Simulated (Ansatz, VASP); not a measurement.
# WC: VASP beside Ansatz, part 2 of 2

Aim: how closely do two programs agree when they are given the same cell, functional and k mesh? The cell is taken from a series of runs on this material, whose earlier steps may have relaxed, scaled, displaced or heated it; both programs get it as it stands.

VASP 6.6.1 and Ansatz 0.2.0.

So far: The starting structure; Ansatz: relaxation of cell and atoms, PBEsol.

## Step 3: VASP: relaxation of cell and atoms, PBEsol

Level of this step: PBEsol; plane waves and PAW (W, C) (VASP).

The same cell, functional, mesh and smearing now go to VASP, with its own data sets.

Lines of VASP's logs that name or quote its potential files are left out, and so is its time.

INCAR reads:

```
SYSTEM = WC
PREC = Accurate
ENCUT = 600
EDIFF = 1E-07
NELM = 120
ISMEAR = 1
SIGMA = 0.2
LREAL = .FALSE.
ALGO = Normal
GGA = PS
NBANDS = 28
LASPH = .TRUE.
LORBIT = 11
LWAVE = .FALSE.
LCHARG = .FALSE.
ISIF = 3
IBRION = 2
NSW = 80
EDIFFG = -0.005
GGA_COMPAT = .FALSE.
NELMIN = 4
KPAR = 2
```

POSCAR reads:

```
WC
1.0
    0.0000000000      0.0000000000     -4.3455660000
    4.3455660000      0.0000000000      0.0000000000
    2.1727830000     -4.3455660000     -2.1727830000
W C
4 4
Direct
    0.4771843299      0.5227806919      0.0000000000
    0.0227457137      0.9772193081      0.0000000000
    0.2271843299      0.7727806919      0.5000000000
    0.7727457137      0.2272193081      0.5000000000
    0.5204184277      0.0204534059      0.0000000000
    0.9795116159      0.4795465941      0.0000000000
    0.2704184277      0.2704534059      0.5000000000
    0.7295116159      0.7295465941      0.5000000000
```

KPOINTS reads:

```
Automatic mesh
0
Gamma
10 10 10
0 0 0
```

Potentials, in the order of the species: W and C (PBE family, release 64).

Command:

```
mpirun -np 2 vasp_std
```

Numbers of over 12 decimals in the logs are rounded to 6 here.

What it wrote:

```text
[banner, memory and clock lines left out]
running    2 mpi-ranks, on    1 nodes
 distrk:  each k-point on    1 cores,    2 groups
 distr:  one band on    1 cores,    1 groups

 POSCAR found type information on POSCAR W C
 POSCAR found :  2 types and       8 ions
|                                                                             |
|               ----> ADVICE to this user running VASP <----                  |
|                                                                             |
|     You enforced a specific xc type in the INCAR file but a different       |
|     [... a line on the potential file left out ...]
|     I HOPE YOU KNOW WHAT YOU ARE DOING!                                     |
|                                                                             |

 LDA part: xc-table for (Slater+PW92), standard interpolation
 POSCAR, INCAR and KPOINTS ok, starting setup
 FFT: planning ... GRIDC
 FFT: planning ... GRID_SOFT
 FFT: planning ... GRID
 WAVECAR not read
 entering main loop
       N       E                     dE             d eps       ncg     rms          rms(c)
DAV:   1     0.196371996449E+03    0.19637E+03   -0.20805E+04  9592   0.149E+03
DAV:   2    -0.772444423757E+02   -0.27362E+03   -0.26312E+03 11024   0.375E+02
DAV:   3    -0.104597700815E+03   -0.27353E+02   -0.26409E+02 13724   0.867E+01
DAV:   4    -0.105488608813E+03   -0.89091E+00   -0.88083E+00 13024   0.168E+01
DAV:   5    -0.105508562836E+03   -0.19954E-01   -0.19905E-01 13076   0.244E+00    0.691E+01
DAV:   6    -0.928783623915E+02    0.12630E+02   -0.71753E+01 12820   0.380E+01    0.243E+01
DAV:   7    -0.924381316306E+02    0.44023E+00   -0.34723E+00 12400   0.111E+01    0.154E+01
DAV:   8    -0.923276456008E+02    0.11049E+00   -0.42442E-01 11504   0.363E+00    0.126E+00
DAV:   9    -0.923105212445E+02    0.17124E-01   -0.12432E-01 13432   0.165E+00    0.418E-01
DAV:  10    -0.923096392849E+02    0.88196E-03   -0.94599E-03 12552   0.603E-01    0.823E-02
DAV:  11    -0.923095841666E+02    0.55118E-04   -0.50487E-04 12824   0.126E-01    0.187E-02
DAV:  12    -0.923095864228E+02   -0.22562E-05   -0.43307E-05 12736   0.385E-02    0.134E-02
DAV:  13    -0.923095835152E+02    0.29076E-05   -0.18545E-05 13840   0.197E-02    0.331E-03
DAV:  14    -0.923095835492E+02   -0.33996E-07   -0.57301E-07 11588   0.512E-03
   1 F= -.92309584E+02 E0= -.92309282E+02  d E =-.923096E+02
[... from here on, the cycles between the ionic steps are left out ...]
   2 F= -.92309931E+02 E0= -.92310288E+02  d E =-.347392E-03
   3 F= -.92349878E+02 E0= -.92350287E+02  d E =-.402947E-01
   4 F= -.92358278E+02 E0= -.92358756E+02  d E =-.839940E-02
   5 F= -.92358779E+02 E0= -.92359265E+02  d E =-.890043E-02
   6 F= -.92358156E+02 E0= -.92358610E+02  d E =0.623094E-03
   7 F= -.92359379E+02 E0= -.92359853E+02  d E =-.600163E-03
   8 F= -.92359696E+02 E0= -.92360162E+02  d E =-.316730E-03
   9 F= -.92359699E+02 E0= -.92360167E+02  d E =-.320391E-03
  10 F= -.92359739E+02 E0= -.92360215E+02  d E =-.393856E-04
  11 F= -.92359739E+02 E0= -.92360216E+02  d E =-.396302E-04
 curvature:  -0.54 expect dE=-0.337E-04 dE for cont linesearch -0.337E-09
 trial: gam= 0.68453 g(F)=  0.156E-04 g(S)=  0.467E-04 ort = 0.258E-06 (trialstep = 0.798E+00)
 search vector abs. value=  0.113E-03
 bond charge predicted
       N       E                     dE             d eps       ncg     rms          rms(c)
DAV:   1    -0.923597772131E+02   -0.38337E-04   -0.73129E-03  9576   0.482E-01    0.183E-02
DAV:   2    -0.923597776508E+02   -0.43765E-06   -0.81272E-05 13524   0.575E-02    0.120E-02
DAV:   3    -0.923597750780E+02    0.25727E-05   -0.74147E-06 11996   0.141E-02    0.278E-03
DAV:   4    -0.923597751269E+02   -0.48905E-07   -0.71799E-07 12584   0.511E-03
  12 F= -.92359775E+02 E0= -.92360268E+02  d E =-.362464E-04
 trial-energy change:   -0.000036  1 .order   -0.000036   -0.000050   -0.000023
 step:   1.4827(harm=  1.4827)  dis= 0.00084  next Energy=   -92.359785 (dE=-0.463E-04)
 reached required accuracy - stopping structural energy minimisation
```

From OUTCAR (step 3):

```text
ion  position               nearest neighbor table
   1  0.477  0.523  0.000-   5 2.17   6 2.17   7 2.18   8 2.18   6 2.19   5 2.19   2 2.79   4 2.94
                             4 2.94   3 3.07   3 3.07   3 3.07   3 3.07   2 3.09   2 3.09   4 3.22
   2  0.023  0.977  0.000-   6 2.17   5 2.17   8 2.18   7 2.18   5 2.19   6 2.19   1 2.79   3 2.94
                             3 2.94   4 3.07   4 3.07   4 3.07   4 3.07   1 3.09   1 3.09   3 3.22
   3  0.227  0.773  0.500-   7 2.17   8 2.17   6 2.18   5 2.18   8 2.19   7 2.19   4 2.79   2 2.94
                             2 2.94   1 3.07   1 3.07   1 3.07   1 3.07   4 3.09   4 3.09   2 3.22
   4  0.773  0.227  0.500-   8 2.17   7 2.17   6 2.18   5 2.18   7 2.19   8 2.19   3 2.79   1 2.94
                             1 2.94   2 3.07   2 3.07   2 3.07   2 3.07   3 3.09   3 3.09   1 3.22
   5  0.520  0.020  0.000-   1 2.17   2 2.17   3 2.18   4 2.18   2 2.19   1 2.19
   6  0.980  0.480  0.000-   2 2.17   1 2.17   4 2.18   3 2.18   2 2.19   1 2.19
   7  0.270  0.270  0.500-   3 2.17   4 2.17   2 2.18   1 2.18   4 2.19   3 2.19
   8  0.730  0.730  0.500-   4 2.17   3 2.17   2 2.18   1 2.18   4 2.19   3 2.19

  LATTYP: Found a body centered tetragonal cell.
 ALAT       =     4.3455660000
 C/A-ratio  =     2.0000000000

 Subroutine GETGRP returns: Found  8 space group operations
 (whereof  1 operations were pure point group operations)

The static configuration has the point symmetry C_1 .
 The point group associated with its full space group is D_2h.

 Found    171 irreducible k-points:

   k-points           NKPTS =    171   k-points in BZ     NKDIM =    171   number of bands    NBANDS=     28

   dimension x,y,z NGX =    36 NGY =   36 NGZ =   48
   dimension x,y,z NGXF=    72 NGYF=   72 NGZF=   96

   ENCUT  =  600.0 eV  44.10 Ry    6.64 a.u.   8.68  8.68 10.63*2*pi/ulx,y,z

   NELECT =      40.0000    total number of electrons

 k-points in reciprocal lattice and weights: Automatic mesh
   0.00000000  0.00000000  0.00000000       0.001
   0.10000000  0.00000000  0.00000000       0.008
   0.20000000  0.00000000  0.00000000       0.008
   0.30000000  0.00000000  0.00000000       0.008
   0.40000000  0.00000000  0.00000000       0.008
   0.50000000  0.00000000  0.00000000       0.004
   0.10000000  0.10000000  0.00000000       0.004
   0.10000000 -0.10000000 -0.10000000       0.004
   0.20000000  0.10000000 -0.00000000       0.008
[...]
-0.10000000  0.10000000  0.50000000       0.002
   0.00000000  0.00000000  0.50000000       0.001

 average (electrostatic) potential at core
       1 -36.8467       2 -36.8467       3 -36.8467       4 -36.8467       5 -46.0321
       6 -46.0321       7 -46.0321       8 -46.0321

 E-fermi :   9.5481

 k-point     1 :       0.0000    0.0000    0.0000
  band No.  band energies     occupation
    ...
     18       8.5817      2.00000
     19       8.5860      2.00000
     20       8.7828      2.00000
     21       8.7949      2.00000
     22       8.8331      2.00001
     23      10.2504     -0.00001
     24      10.5712     -0.00000
     25      10.6069     -0.00000
     26      10.7246     -0.00000
     27      11.2647     -0.00000
    ...

 k-point     2 :       0.1000    0.0000    0.0000
  band No.  band energies     occupation
    ...
     17       7.1986      2.00000
     18       7.3629      2.00000
     19       8.3277      2.00000
     20       8.9117      2.00007
     21       9.3414      2.05652
     22       9.8633     -0.04839
     23      10.0609     -0.00174
     24      10.3866     -0.00000
     25      10.7575     -0.00000
     26      10.9353     -0.00000
    ...

 k-point     3 :       0.2000    0.0000    0.0000
  band No.  band energies     occupation
    ...
     18       7.4840      2.00000
     19       8.4469      2.00000
     20       9.1941      2.03122
     21       9.3667      2.02522
     22       9.5456      1.02117
     23      10.2515     -0.00001
     24      10.9616     -0.00000
     25      10.9685     -0.00000
     26      11.6962     -0.00000
     27      11.9341     -0.00000
    ...

  Total        0.0135771     -0.0286848      0.0135771      0.0000000      0.0000000      0.0156526
  in kB        0.2644034     -0.5586113      0.2644034      0.0000000      0.0000000      0.3048219
  external PRESSURE =      -0.0099348 kB  Pullay stress =       0.0000000 kB

  energy-cutoff  :      600.00
  volume of cell :       82.27
      direct lattice vectors                 reciprocal lattice vectors
     0.045544717  0.000000000 -4.377058584    -0.002377499  0.116422175 -0.228488667
     4.377058584  0.000000000 -0.045544717     0.228488667  0.116422175  0.002377499
     2.211301650 -4.294714469 -2.211301650     0.000000000 -0.232844350  0.000000000

 POSITION                                       TOTAL-FORCE (eV/Angst)
 -----------------------------------------------------------------------------------
      2.31780     -0.00000     -2.10465         0.002403      0.000000      0.002403
      6.48186     -4.29471     -2.36320        -0.002403      0.000000     -0.002403
      4.50633     -2.14736     -2.12742         0.002403      0.000000      0.002403
      2.12757     -2.14736     -4.50618        -0.002403      0.000000     -0.002403
      0.10708     -0.00000     -2.27269         0.001798     -0.000000     -0.001798
      4.36106     -4.29471     -6.52667        -0.001798      0.000000      0.001798
      2.29561     -2.14736     -2.29546         0.001798     -0.000000     -0.001798
      4.33829     -2.14736     -4.33814        -0.001798      0.000000      0.001798
 -----------------------------------------------------------------------------------
    total drift:                               -0.000000      0.000000     -0.000000

  FREE ENERGIE OF THE ION-ELECTRON SYSTEM (eV)
  ---------------------------------------------------
  free  energy   TOTEN  =       -92.3597751269 eV

  energy  without entropy=      -92.3612546989  energy(sigma->0) =      -92.36026832

 reached required accuracy - stopping structural energy minimisation

 total charge
# of ion       s       p       d       tot
------------------------------------------
    1        0.583   0.809   4.396   5.788
    2        0.583   0.809   4.396   5.788
    3        0.583   0.809   4.396   5.788
    4        0.583   0.809   4.396   5.788
    5        0.855   1.578   0.000   2.433
    6        0.855   1.578   0.000   2.433
    7        0.855   1.578   0.000   2.433
    8        0.855   1.578   0.000   2.433
--------------------------------------------------
tot          5.749   9.549  17.585  32.883

[... 3 further parts left out ...]
```

CONTCAR:

```
WC
   1.00000000000000
     0.0455447165960848    0.0000000000000000   -4.3770585843668481
     4.3770585843668481    0.0000000000000000   -0.0455447165960848
     2.2113016504814667   -4.2947144686633250   -2.2113016504814667
  W               C
     4     4
Direct
     0.4753772978883151    0.5245877239116863    0.0000000000000000
     0.0245527457116805    0.9754122760883137    1.0000000000000000
     0.2253772978883152    0.7745877239116863    0.5000000000000000
     0.7745527457116805    0.2254122760883138    0.5000000000000000
     0.5190291535770033    0.0190641317770019    0.0000000000000000
     0.9809008900229994    0.4809358682229981    1.0000000000000000
     0.2690291535770032    0.2690641317770019    0.5000000000000000
     0.7309008900229994    0.7309358682229981    0.5000000000000000
```

The data set W keeps the semicore shell frozen, which is cheaper and a little less accurate.

## Step 4: Differences

Known differences besides the potentials themselves: the data sets hold 72 valence electrons in Ansatz (on its PAW soft_1 files) and 40 in VASP; the cutoff is 420 eV in Ansatz and 600 eV in VASP; Ansatz makes its cores anew for this functional, VASP keeps those of its PBE data sets; Ansatz adds a Pulay correction to the stress that steers its cell, VASP none. Total energies have different zeros and are not compared.

The two programs side by side:

```tsv
quantity	Ansatz	VASP	difference
volume (Å³)	82.26	82.27	-0.02 %
edge a after relaxation, in the typed setting (Å)	4.369	4.377	-0.19 %
edge b after relaxation, in the typed setting (Å)	4.288	4.377	-2.05 %
edge c after relaxation, in the typed setting (Å)	5.353	5.313	+0.75 %
```

Found at a tolerance of 0.01 Å, the end structures differ in symmetry: Ibam in Ansatz, Fddd in VASP.

## Step 5: Summary of results

* difference in edge b after relaxation, in the typed setting (relaxation of cell and atoms, PBEsol): -2.0 %

**Reading.** The difference in edge b after relaxation, in the typed setting is -2.0 % (relaxation of cell and atoms, PBEsol), beyond the 1.2 % picked in this series as the mark of a large difference, as far as the stopping tolerances let one tell. The data sets hold unlike numbers of valence electrons (72 in Ansatz and 40 in VASP), so part of the differences comes from the potentials. Such differences can come from data sets, numerical settings and the points named under the comparisons, not from the functional's error against experiment.

[Lines on the potential files, build, host, timing and source positions are cut from VASP's logs without a mark.]

[Logs are printed without paths, hosts, clocks, repeated set-up lines and the standing remarks that a program may print on its own settings, such as how far it seeks lower states.]

[Hosts, paths, dates, database ids (printed as entryN), source tags and the programs' standing remarks are cut or masked in the printed files.]
